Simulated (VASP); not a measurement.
An input for Ansatz (written as the equivalent of a VASP run, and not itself run):

Ansatz 0.2 input:
```yaml
crystal:
  lattice:
    - [5.0244555, 0.0000000, 0.0000000]
    - [0.0000000, 5.0244555, 0.0000000]
    - [0.0000000, 0.0000000, 5.0244555]
  atoms:
    - { symbol: K, position: [0.5000000, 0.5000000, 0.5000000] }
    - { symbol: Au, position: [0.0000000, 0.0000000, 0.0000000] }
    - { symbol: Cl, position: [0.5000000, 0.0000000, 0.0000000] }
    - { symbol: Cl, position: [0.0000000, 0.5000000, 0.0000000] }
    - { symbol: Cl, position: [0.0000000, 0.0000000, 0.5000000] }
kpoints:
  mp_grid: { grid: [7, 7, 7] }
hamiltonian:
  xc: pbesol
  pseudopotentials: { kind: paw }
scf:
  occupations: { method: tetrahedron }
  max_iter: 100
output: { forces: true, stress: true, eigenvalues: true }
```

Problem. Translate this input to VASP (INCAR, KPOINTS, POSCAR, choice of POTCAR).

Solution. This is not unique; one that fits is 
INCAR:
```
LREAL = .FALSE.   # projection in real space or not
LWAVE = .FALSE.
NELM = 100
LASPH = .TRUE.   # aspherical one-centre terms
LMAXMIX = 6
NEDOS = 601   # DOS grid
LCHARG = .TRUE.
ISMEAR = -5   # tetrahedra, Bloechl
PREC = Accurate
ALGO = Normal
LEFG = .TRUE.
ISIF = 2
EDIFF = 1E-7   # SCF stop (eV)
LORBIT = 11   # lm-projected
ENCUT = 400   # plane-wave cut-off (eV)
SYSTEM = KAuCl3
GGA = PS   # PBEsol
```

KPOINTS:
```
Automatic mesh
0
G
  7 7 7
0 0 0
```

File POSCAR:
```
KAuCl3
1
    5.0244555080     0.0000000000     0.0000000000
    0.0000000000     5.0244555080     0.0000000000
   -0.0000000000     0.0000000000     5.0244555080
K Au Cl
1 1 3
Direct
  0.5000000000   0.5000000000   0.5000000000
  0.0000000000   0.0000000000   0.0000000000
  0.5000000000   0.0000000000   0.0000000000
  0.0000000000   0.5000000000   0.0000000000
  0.0000000000   0.0000000000   0.5000000000
```

POTCAR, in this order: K_sv Au Cl (PBE.64 set). Program: vasp_std.

What does not carry over: each code has its own PAW files, so the cut-off isn't converted (ENCUT is set for VASP's; basis.ecutwfc is left out, and Ansatz then takes the one that its files recommend); Ansatz stops its SCF on the density residual and VASP on the energy change (EDIFF); the field gradients of LEFG aren't asked of the other code.

The structure comes from a computed database's KAuCl3 entry (Pm-3m); how it stands against other phases isn't given here. It was relaxed first, which changed the volume by -7 %.
